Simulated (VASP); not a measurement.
# CdSe: GW quasiparticle gap

Wanted: how far GW moves the Kohn-Sham levels of CdSe. The cell is of the zinc-blende type, one of the forms listed for this formula. The start joins lattice constants measured in a paper with the fractional positions of a database entry.

Main program and level: VASP 6.6.1; PBE, spin-orbit coupling; plane waves and PAW (Cd_GW, Se_GW), in the first sound run; inputs show where later runs differ.

### Step 1. Starting point

Symmetry: F-43m, No. 216, cubic system. Conventional cell: a = 6.050 Å, b = 6.050 Å, c = 6.050 Å, α = 90.00°, β = 90.00°, γ = 90.00°. Nearest to Cd lie 4 Se at 2.62 Å. Nearest to Se lie 4 Cd at 2.62 Å. Farther neighbours and most contacts between anions are not listed.

Structure file:

```cif
data_structure
_symmetry_space_group_name_H-M 'F-43m'
_symmetry_Int_Tables_number 216
_cell_length_a 6.0500
_cell_length_b 6.0500
_cell_length_c 6.0500
_cell_angle_alpha 90.000
_cell_angle_beta 90.000
_cell_angle_gamma 90.000
_cell_volume 221.45
loop_
_atom_site_label
_atom_site_type_symbol
_atom_site_symmetry_multiplicity
_atom_site_Wyckoff_symbol
_atom_site_fract_x
_atom_site_fract_y
_atom_site_fract_z
_atom_site_occupancy
Cd1 Cd 4 a 0.00000 0.00000 0.00000 1
Se1 Se 4 c 0.25000 0.25000 0.25000 1
```

### Step 2. Ground state

The orbitals come from a self-consistent PBE run with a tight EDIFF and a narrow smearing. KPOINTS_OPT adds the bands along a path, which shows whether the mesh holds the band edges.

Input file INCAR:

```
SYSTEM = CdSe
PREC = Accurate
ENCUT = 300
EDIFF = 1E-08
NELM = 100
ISMEAR = 0
SIGMA = 0.01
LREAL = .FALSE.
ALGO = Normal
GGA = PE
LNONCOLLINEAR = .TRUE.
MAGMOM = 0 0 0 0 0 0
NBANDS = 30
GGA_COMPAT = .FALSE.
LASPH = .TRUE.
LSORBIT = .TRUE.
LORBIT = 11
LWAVE = .TRUE.
LCHARG = .FALSE.
KPAR = 8
```

Input file POSCAR:

```
CdSe
1.0
    0.0000000000      3.0250000000      3.0250000000
    3.0250000000      0.0000000000      3.0250000000
    3.0250000000      3.0250000000      0.0000000000
Cd Se
1 1
Direct
    0.0000000000      0.0000000000      0.0000000000
    0.7500000000      0.7500000000      0.7500000000
```

Input file KPOINTS:

```
Automatic mesh
0
Gamma
4 4 4
0 0 0
```

Input file KPOINTS_OPT:

```
Line mode
12
Line-mode
Reciprocal
  0.00000000   0.00000000   0.00000000 GAMMA
  0.50000000   0.00000000   0.50000000 X

  0.50000000   0.00000000   0.50000000 X
  0.50000000   0.25000000   0.75000000 W

  0.50000000   0.25000000   0.75000000 W
  0.37500000   0.37500000   0.75000000 K

  0.37500000   0.37500000   0.75000000 K
  0.00000000   0.00000000   0.00000000 GAMMA

  0.00000000   0.00000000   0.00000000 GAMMA
  0.50000000   0.50000000   0.50000000 L

  0.50000000   0.50000000   0.50000000 L
  0.62500000   0.25000000   0.62500000 U

  0.62500000   0.25000000   0.62500000 U
  0.50000000   0.25000000   0.75000000 W

  0.50000000   0.25000000   0.75000000 W
  0.50000000   0.50000000   0.50000000 L

  0.50000000   0.50000000   0.50000000 L
  0.37500000   0.37500000   0.75000000 K

  0.62500000   0.25000000   0.62500000 U
  0.50000000   0.00000000   0.50000000 X
```

Potentials, in the order of the species: Cd_GW and Se_GW (PBE family, release 64).

Command:

```
> mpirun -np 8 vasp_ncl
```

The log of the run:

```text
[banner, memory and clock lines left out]
running    8 mpi-ranks, on    1 nodes
 distrk:  each k-point on    1 cores,    8 groups
 distr:  one band on    1 cores,    1 groups

 POSCAR found type information on POSCAR CdSe
 POSCAR found :  2 types and       2 ions
|                                                                             |
|           W    W    AA    RRRRR   N    N  II  N    N   GGGG   !!!           |
|           W    W   A  A   R    R  NN   N  II  NN   N  G    G  !!!           |
|           W    W  A    A  R    R  N N  N  II  N N  N  G       !!!           |
|           W WW W  AAAAAA  RRRRR   N  N N  II  N  N N  G  GGG   !            |
|           WW  WW  A    A  R   R   N   NN  II  N   NN  G    G                |
|           W    W  A    A  R    R  N    N  II  N    N   GGGG   !!!           |
|                                                                             |
|     For optimal performance we recommend to set                             |
|       NCORE = 2 up to number-of-cores-per-socket                            |
|     NCORE specifies how many cores store one orbital (NPAR=cpu/NCORE).      |
|     This setting can greatly improve the performance of VASP for DFT.       |
|     The default, NCORE=1 might be grossly inefficient on modern             |
|     multi-core architectures or massively parallel machines. Do your        |
|     Unfortunately you need to use the default for GW and RPA                |
|     calculations (for HF NCORE is supported but not extensively tested      |
|     yet).                                                                   |
|                                                                             |

 LDA part: xc-table for (Slater+PW92), standard interpolation
 POSCAR, INCAR and KPOINTS ok, starting setup
 FFT: planning ... GRIDC
 FFT: planning ... GRID_SOFT
 FFT: planning ... GRID
 WAVECAR not read
 entering main loop
       N       E                     dE             d eps       ncg     rms          rms(c)
DAV:   1     0.824545304322E+02    0.82455E+02   -0.64832E+03   696   0.735E+02
DAV:   2    -0.454010860872E+00   -0.82909E+02   -0.79865E+02   826   0.250E+02
DAV:   3    -0.568474744052E+01   -0.52307E+01   -0.51850E+01   866   0.606E+01
DAV:   4    -0.587621279395E+01   -0.19147E+00   -0.19136E+00   850   0.122E+01
DAV:   5    -0.588624364962E+01   -0.10031E-01   -0.10030E-01   936   0.257E+00    0.644E+00
DAV:   6    -0.551118519948E+01    0.37506E+00   -0.41041E-01   782   0.914E+00    0.498E+00
DAV:   7    -0.548643221520E+01    0.24753E-01   -0.27666E-01   758   0.357E+00    0.182E+00
DAV:   8    -0.548614444529E+01    0.28777E-03   -0.32327E-02   770   0.212E+00    0.423E-01
DAV:   9    -0.548563029805E+01    0.51415E-03   -0.23943E-03   778   0.725E-01    0.225E-01
DAV:  10    -0.548580248167E+01   -0.17218E-03   -0.70057E-04   784   0.263E-01    0.450E-02
DAV:  11    -0.548578055092E+01    0.21931E-04   -0.18073E-04   748   0.191E-01    0.307E-02
DAV:  12    -0.548581099830E+01   -0.30447E-04   -0.50813E-05   712   0.479E-02    0.853E-03
DAV:  13    -0.548581131139E+01   -0.31309E-06   -0.17781E-06   960   0.135E-02    0.189E-03
DAV:  14    -0.548581155921E+01   -0.24782E-06   -0.12527E-06   702   0.679E-03    0.232E-03
DAV:  15    -0.548581155222E+01    0.69863E-08   -0.72239E-08   824   0.287E-03
   1 F= -.54858116E+01 E0= -.54858116E+01  d E =-.164259E-50  mag=     0.0000     0.0000    -0.0000
 Start KPOINTS_OPT (optional k-point list driver)
k-point batch [1-10\120]
       N       E                     dE             ncg
DAV:   1     0.215417339675E+03   -0.13258E+04      688
DAV:   2    -0.630975401832E+03   -0.84639E+03      806
DAV:   3    -0.686480828976E+03   -0.55505E+02      896
DAV:   4    -0.688188467508E+03   -0.17076E+01      856
DAV:   5    -0.688257636024E+03   -0.69169E-01      906
DAV:   6    -0.688259183407E+03   -0.15474E-02      880
DAV:   7    -0.688259246831E+03   -0.63424E-04      882
DAV:   8    -0.688259248142E+03   -0.13114E-05      872
DAV:   9    -0.688259248185E+03   -0.42842E-07      874
DAV:  10    -0.688259248186E+03   -0.81286E-09      552
[...]
k-point batch [111-120\120]
       N       E                     dE             ncg
DAV:   1     0.751281171098E+02   -0.44622E+04      696
DAV:   2    -0.705423331654E+03   -0.78055E+03      808
DAV:   3    -0.752924764004E+03   -0.47501E+02      944
DAV:   4    -0.754337803451E+03   -0.14130E+01      896
DAV:   5    -0.754389215251E+03   -0.51412E-01      896
DAV:   6    -0.754390635040E+03   -0.14198E-02      912
DAV:   7    -0.754390681488E+03   -0.46448E-04      912
DAV:   8    -0.754390682816E+03   -0.13277E-05      888
DAV:   9    -0.754390682857E+03   -0.41058E-07      880
DAV:  10    -0.754390682858E+03   -0.88698E-09      632
 writing wavefunctions
```

Wall time 24 s (8 MPI ranks of AMD EPYC 9R45, shared host); peak memory 1.6 GiB; 3 min of CPU time.

The logs omit lines about the potential files and the build; timing stands in the text.

OUTCAR, selected parts (step 2):

```text
ion  position               nearest neighbor table
   1  0.000  0.000  0.000-   2 2.62   2 2.62   2 2.62   2 2.62
   2  0.750  0.750  0.750-   1 2.62   1 2.62   1 2.62   1 2.62

  LATTYP: Found a face centered cubic cell.
 ALAT       =     6.0500000000

 Subroutine GETGRP returns: Found 24 space group operations
 (whereof 24 operations were pure point group operations)

The static configuration has the point symmetry T_d .

 Found     10 irreducible k-points:

   k-points           NKPTS =     10   k-points in BZ     NKDIM =     10   number of bands    NBANDS=     30

   dimension x,y,z NGX =    24 NGY =   24 NGZ =   24
   dimension x,y,z NGXF=    48 NGYF=   48 NGZF=   48

   ENCUT  =  300.0 eV  22.05 Ry    4.70 a.u.   6.04  6.04  6.04*2*pi/ulx,y,z

   NELECT =      18.0000    total number of electrons

 k-points in reciprocal lattice and weights: Automatic mesh
   0.00000000  0.00000000  0.00000000       0.016
   0.25000000  0.00000000  0.00000000       0.062
  -0.25000000  0.00000000  0.00000000       0.062
   0.50000000  0.00000000  0.00000000       0.062
   0.25000000  0.25000000  0.00000000       0.094
   0.50000000  0.25000000  0.00000000       0.188
   0.50000000 -0.25000000  0.00000000       0.188
  -0.25000000  0.25000000  0.00000000       0.188
   0.50000000  0.50000000  0.00000000       0.047
  -0.25000000  0.50000000  0.25000000       0.094

 average (electrostatic) potential at core
       1 -69.3340       2 -55.1048

 E-fermi :   2.5121

 k-point     1 :       0.0000    0.0000    0.0000
  band No.  band energies     occupation
    ...
     14       2.0510      1.00000
     15       2.4081      1.00000
     16       2.4081      1.00000
     17       2.4081      1.00000
     18       2.4081      1.00000
     19       2.9031      0.00000
     20       2.9031      0.00000
     21       7.9195      0.00000
     22       7.9195      0.00000
     23       8.3321      0.00000
    ...

 k-point     2 :       0.2500    0.0000    0.0000
  band No.  band energies     occupation
    ...
     14      -0.4296      1.00000
     15       1.7547      1.00000
     16       1.7547      1.00000
     17       1.9751      1.00000
     18       2.0021      1.00000
     19       4.5922      0.00000
     20       4.5922      0.00000
     21       8.2383      0.00000
     22       8.2383      0.00000
     23       8.6149      0.00000
    ...

 k-point     3 :      -0.2500    0.0000    0.0000
  band No.  band energies     occupation
    ...
     14      -0.4296      1.00000
     15       1.7547      1.00000
     16       1.7547      1.00000
     17       1.9751      1.00000
     18       2.0021      1.00000
     19       4.5922      0.00000
     20       4.5922      0.00000
     21       8.2383      0.00000
     22       8.2383      0.00000
     23       8.6149      0.00000
    ...

  Total        1.3269148      1.3269148      1.3269148      0.0000000      0.0000000     -0.0000000
  in kB       38.4014371     38.4014371     38.4014371      0.0000000      0.0000000     -0.0000000
  external PRESSURE =      38.4014371 kB  Pullay stress =       0.0000000 kB

  energy-cutoff  :      300.00
  volume of cell :       55.36
      direct lattice vectors                 reciprocal lattice vectors
     0.000000000  3.025000000  3.025000000    -0.165289256  0.165289256  0.165289256
     3.025000000  0.000000000  3.025000000     0.165289256 -0.165289256  0.165289256
     3.025000000  3.025000000  0.000000000     0.165289256  0.165289256 -0.165289256

 POSITION                                       TOTAL-FORCE (eV/Angst)
 -----------------------------------------------------------------------------------
      0.00000      0.00000      0.00000         0.000000      0.000000      0.000000
      4.53750      4.53750      4.53750        -0.000000     -0.000000     -0.000000
 -----------------------------------------------------------------------------------
    total drift:                               -0.000000     -0.000000     -0.000000

  FREE ENERGIE OF THE ION-ELECTRON SYSTEM (eV)
  ---------------------------------------------------
  free  energy   TOTEN  =        -5.4858115522 eV

  energy  without entropy=       -5.4858115522  energy(sigma->0) =       -5.48581155

 Spin-Orbit-Coupling matrix elements
 Ion:    1  E_soc:     -0.0583730
 Ion:    2  E_soc:     -0.0453690

 total charge
# of ion       s       p       d       f       tot
--------------------------------------------------
    1        0.515   0.423   9.693   0.019  10.650
    2        1.425   2.375   0.023   0.000   3.823
--------------------------------------------------
tot          1.940   2.798   9.716   0.019  14.473

 magnetization (x)
# of ion       s       p       d       f       tot
--------------------------------------------------
    1       -0.000  -0.000   0.000   0.000  -0.000
    2       -0.000  -0.000  -0.000   0.000  -0.000
--------------------------------------------------
tot         -0.000  -0.000  -0.000   0.000  -0.000

 magnetization (y)
# of ion       s       p       d       f       tot
--------------------------------------------------
    1        0.000  -0.000   0.000   0.000  -0.000
    2        0.000   0.000   0.000   0.000   0.000
--------------------------------------------------
tot          0.000  -0.000   0.000   0.000  -0.000

 magnetization (z)
# of ion       s       p       d       f       tot
--------------------------------------------------
    1       -0.000  -0.000  -0.000   0.000  -0.000
    2       -0.000  -0.000  -0.000   0.000  -0.000
--------------------------------------------------
tot         -0.000  -0.000  -0.000   0.000  -0.000

[... 3 further parts left out ...]
```

LASPH is switched on together with spin-orbit coupling, so the change from the scalar run holds both.

Numbers from this step:

| Quantity | Value |
| --- | --- |
| free energy (TOTEN) | -5.486 eV |
| Fermi energy | 2.512 eV |
| pressure | 3.840 GPa |
| least gap on mesh and path | 0.4949 eV |
| least direct gap on mesh and path | 0.4949 eV |

The spin moment in the PAW sphere vanishes on all atoms.

On-site spin-orbit energy by atom:

| atom | on-site spin-orbit energy (eV) |
| --- | --- |
| Cd1 | -0.0584 |
| Se2 | -0.0454 |

The highest empty bands on the path are converged less tightly, to about 0.1 eV. Electronic bands along the path, in eV, zero at the valence-band top; v1 is the highest filled band, c1 the lowest empty one:

| point | v4 | v3 | v2 | v1 | c1 | c2 | c3 | c4 |
| --- | --- | --- | --- | --- | --- | --- | --- | --- |
| Γ | 0.00 | 0.00 | 0.00 | 0.00 | 0.49 | 0.49 | 5.51 | 5.51 |
| 0.45 of the way | -1.13 | -1.13 | -0.98 | -0.98 | 3.02 | 3.02 | 4.22 | 4.22 |
| X | -2.10 | -2.10 | -1.97 | -1.97 | 2.97 | 2.97 | 3.64 | 3.64 |
| 0.45 of the way | -2.30 | -2.22 | -2.17 | -2.12 | 3.57 | 3.62 | 4.08 | 4.16 |
| W | -2.53 | -2.39 | -2.37 | -2.36 | 4.85 | 5.05 | 5.07 | 5.11 |
| 0.55 of the way | -2.70 | -2.62 | -1.94 | -1.92 | 4.04 | 4.06 | 5.01 | 5.12 |
| K | -2.76 | -2.69 | -1.69 | -1.68 | 3.57 | 3.57 | 5.00 | 5.11 |
| 0.45 of the way | -1.79 | -1.74 | -0.66 | -0.63 | 3.24 | 3.29 | 5.63 | 5.74 |
| Γ | 0.00 | 0.00 | 0.00 | 0.00 | 0.49 | 0.49 | 5.51 | 5.51 |
| 0.45 of the way | -0.60 | -0.60 | -0.38 | -0.35 | 2.11 | 2.11 | 5.71 | 5.71 |
| L | -1.01 | -1.01 | -0.78 | -0.78 | 2.27 | 2.27 | 6.22 | 6.22 |
| 0.45 of the way | -1.89 | -1.86 | -1.16 | -1.15 | 3.28 | 3.31 | 5.49 | 5.55 |
| U | -2.76 | -2.69 | -1.69 | -1.68 | 3.57 | 3.57 | 5.00 | 5.11 |
| 0.45 of the way | -2.70 | -2.62 | -1.94 | -1.92 | 4.04 | 4.06 | 5.01 | 5.12 |
| W | -2.53 | -2.39 | -2.37 | -2.36 | 4.85 | 5.05 | 5.07 | 5.11 |
| 0.45 of the way | -2.32 | -2.25 | -1.48 | -1.45 | 3.90 | 3.96 | 5.24 | 5.27 |
| L | -1.01 | -1.01 | -0.78 | -0.78 | 2.27 | 2.27 | 6.22 | 6.22 |
| 0.45 of the way | -1.89 | -1.86 | -1.16 | -1.15 | 3.28 | 3.31 | 5.49 | 5.55 |
| K | -2.76 | -2.69 | -1.69 | -1.68 | 3.57 | 3.57 | 5.00 | 5.11 |
| jump to U | -2.76 | -2.69 | -1.69 | -1.68 | 3.57 | 3.57 | 5.00 | 5.11 |
| 0.45 of the way | -2.39 | -2.35 | -1.92 | -1.91 | 3.27 | 3.29 | 4.07 | 4.13 |
| X | -2.10 | -2.10 | -1.97 | -1.97 | 2.97 | 2.97 | 3.64 | 3.64 |

Of the projections kept (Cd, Se), the largest for each band there; the rest of the weight can lie on other orbitals:

| point | v4 | v3 | v2 | v1 | c1 | c2 | c3 | c4 |
| --- | --- | --- | --- | --- | --- | --- | --- | --- |
| Γ | Se 0.79 | Se 0.79 | Se 0.79 | Se 0.79 | Cd 0.60 | Cd 0.60 | Cd 0.79 | Cd 0.79 |
| X | Se 0.76 | Se 0.76 | Se 0.74 | Se 0.74 | Cd 0.69 | Cd 0.69 | Cd 0.67 | Cd 0.67 |
| W | Se 0.72 | Se 0.70 | Se 0.74 | Se 0.70 | Cd 0.51 | Cd 0.51 | Se 0.62 | Se 0.60 |
| K | Se 0.71 | Se 0.70 | Se 0.75 | Se 0.75 | Cd 0.68 | Cd 0.68 | Se 0.54 | Se 0.53 |
| Γ | Se 0.79 | Se 0.79 | Se 0.79 | Se 0.79 | Cd 0.60 | Cd 0.60 | Cd 0.79 | Cd 0.79 |
| L | Se 0.76 | Se 0.76 | Se 0.77 | Se 0.77 | Cd 0.68 | Cd 0.68 | Cd 0.70 | Cd 0.70 |

The cell has a gap of 0.495 eV on mesh and path and a pressure of +3.8 GPa, which holds the misfit of the given cell and coordinates with this functional, and any error of cutoff, mesh and data sets.

### Step 3. Empty bands, SOC yes, program vasp ncl

The next step needs empty bands that the ground-state run didn't converge, so the Hamiltonian is diagonalised exactly for NBANDS bands, in a single step. LOPTICS writes the k-derivatives of the orbitals (WAVEDER), which give the long-wavelength limit of the screening.

Input file INCAR:

```
SYSTEM = CdSe
PREC = Accurate
ENCUT = 300
ISMEAR = 0
SIGMA = 0.01
LREAL = .FALSE.
GGA = PE
LNONCOLLINEAR = .TRUE.
MAGMOM = 0 0 0 0 0 0
NBANDS = 336
GGA_COMPAT = .FALSE.
LASPH = .TRUE.
LSORBIT = .TRUE.
ALGO = Exact
NELM = 1
LWAVE = .TRUE.
LCHARG = .FALSE.
LOPTICS = .TRUE.
NEDOS = 1000
CSHIFT = 0.1
```

POSCAR is that of step 2.

KPOINTS is that of step 2.

Command:

```
> mpirun -np 8 vasp_ncl
```

The log of the run:

```text
[banner, memory and clock lines left out]
running    8 mpi-ranks, on    1 nodes
 distrk:  each k-point on    8 cores,    1 groups
 distr:  one band on    1 cores,    8 groups

 POSCAR found type information on POSCAR CdSe
 POSCAR found :  2 types and       2 ions
 [... a notice as in an earlier step ...]

 LDA part: xc-table for (Slater+PW92), standard interpolation
 found WAVECAR, reading the header
  number of bands has changed, file:    30 present:   336
  trying to continue reading WAVECAR, but it might fail
 POSCAR, INCAR and KPOINTS ok, starting setup
 FFT: planning ... GRIDC
 FFT: planning ... GRID_SOFT
 FFT: planning ... GRID
 reading WAVECAR
 random initialization beyond band           30
 the WAVECAR file was read successfully
 initial charge from wavefunction
 entering main loop
       N       E                     dE             d eps       ncg     rms          rms(c)
DIA:   1    -0.548581159166E+01   -0.54858E+01    0.00000E+00     0   0.000E+00
   1 F= -.54858116E+01 E0= -.54858116E+01  d E =-.158109E-43  mag=     0.0000    -0.0000     0.0000
 writing wavefunctions
 optical routines
 imaginary and real dielectric function
 recalculating local potential from charge density
 direction            1
 direction            2
 direction            3
```

It took 9.2 s on 8 MPI ranks; peak memory 1.4 GiB; 68 s of CPU time.

From OUTCAR (step 3):

```text
The static configuration has the point symmetry T_d .

 Found     10 irreducible k-points:

   k-points           NKPTS =     10   k-points in BZ     NKDIM =     10   number of bands    NBANDS=    336

   NELECT =      18.0000    total number of electrons

 E-fermi :   2.5041

 k-point     1 :       0.0000    0.0000    0.0000
  band No.  band energies     occupation
    ...
     14       2.0509      1.00000
     15       2.4080      1.00000
     16       2.4080      1.00000
     17       2.4080      1.00000
     18       2.4080      1.00000
     19       2.9030      0.00000
     20       2.9030      0.00000
     21       7.9194      0.00000
     22       7.9194      0.00000
     23       8.3321      0.00000
    ...

 k-point     2 :       0.2500    0.0000    0.0000
  band No.  band energies     occupation
    ...
     14      -0.4297      1.00000
     15       1.7546      1.00000
     16       1.7546      1.00000
     17       1.9750      1.00000
     18       2.0021      1.00000
     19       4.5921      0.00000
     20       4.5921      0.00000
     21       8.2383      0.00000
     22       8.2383      0.00000
     23       8.6149      0.00000
    ...

  Total        1.3313154      1.3313154      1.3313154      0.0000000      0.0000000     -0.0000000
  in kB       38.5287937     38.5287937     38.5287937      0.0000000      0.0000000     -0.0000000
  external PRESSURE =      38.5287937 kB  Pullay stress =       0.0000000 kB

  FREE ENERGIE OF THE ION-ELECTRON SYSTEM (eV)
  ---------------------------------------------------
  free  energy   TOTEN  =        -5.4858115917 eV

  energy  without entropy=       -5.4858115917  energy(sigma->0) =       -5.48581159

 plasma frequency squared (from intraband transitions) (eV^2)
  --------------------------------------------------------------------------------------
       0.000      -0.000      -0.000
      -0.000       0.000      -0.000
      -0.000      -0.000       0.000

 Spin-Orbit-Coupling matrix elements
 Ion:    1  E_soc:     -0.0583728
 Ion:    2  E_soc:     -0.0453697

[... 8 parts as in an earlier step ...]

[... 5 further parts left out ...]
```

The gap is read on the k-mesh alone, so it is an upper bound where the band edges lie off the mesh.

A gap read on the k-mesh alone can miss the band edges.

This step gave:

- gap on the k-mesh: 0.4950 eV
- least direct gap on the k-mesh: 0.4950 eV

WAVECAR now holds 336 bands for 18 electrons. Its independent-particle dielectric tensor has xx, yy, zz = 57.5, 57.5, 57.5 on this mesh, which isn't tested for convergence in mesh or bands and lacks local fields. A value this large is set by the few k points at the smallest gap, and it enters the screening of any GW step.

(Continued in part 2 of 3.)

[Lines on the potential files, build, host, timing and source positions are cut from VASP's logs without a mark.]

[Logs are printed without paths, hosts, clocks, repeated set-up lines and the standing remarks that a program may print on its own settings, such as how far it seeks lower states.]

[Hosts, paths, dates, database ids (printed as entryN), source tags and the programs' standing remarks are cut or masked in the printed files.]

[Pressures printed for these runs are not shown converged in the cutoff: they can be off by several GPa and have the wrong sign.]
